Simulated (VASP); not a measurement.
Method: PBEsol GGA, VASP's PBE PAW potentials (set 64) (plane waves; VASP).

A VASP calculation is set up with these files.

**KPOINTS**
```
K-points
0
G
  9 9 9
```

INCAR:
```
# general
SYSTEM =HgTe
PREC   =Accurate
ENCUT  =400
LREAL  =.FALSE.
LASPH  =.TRUE.

# electronic loop
EDIFF  =1E-6
NELM   =100
ALGO   =Normal
LMAXMIX=6

# smearing
ISMEAR =1
SIGMA  =0.1

# functional
GGA    =PS

# ions
IBRION =2
NSW    =60
ISIF   =3
EDIFFG =-0.01

# output
LWAVE  =.FALSE.
LCHARG =.FALSE.
```

**POSCAR**
```
HgTe
1
    3.7111408883    -0.0000000000     0.0000000000
    0.0000000000     3.7111408883    -0.0000000000
    0.0000000000     0.0000000000     3.7111408883
Hg Te
1 1
Direct
  0.0000000000   0.0000000000   0.0000000000
  0.5000000000   0.5000000000   0.5000000000
```

POTCAR, in this order: Hg Te (PBE.64 set). Program: vasp_std.

**Question.** What will the output report for the number of irreducible k-points (NKPTS), largest plane-wave count, number of space-group operations, FFT grid (NGX, NGY, NGZ)?

**Answer.** 
The number of irreducible k-points (NKPTS) is 35, the largest plane-wave count is 943 and the number of space-group operations comes out as 48. The FFT grid (NGX, NGY, NGZ) comes out as 24 × 24 × 24.

The structure was generated: HgTe was put into the CsCl type type (Pm-3m), which need not be its known phase. This run relaxes it. Symmetry was kept, so distortions that lower it aren't found. The start is the result of an earlier pass.
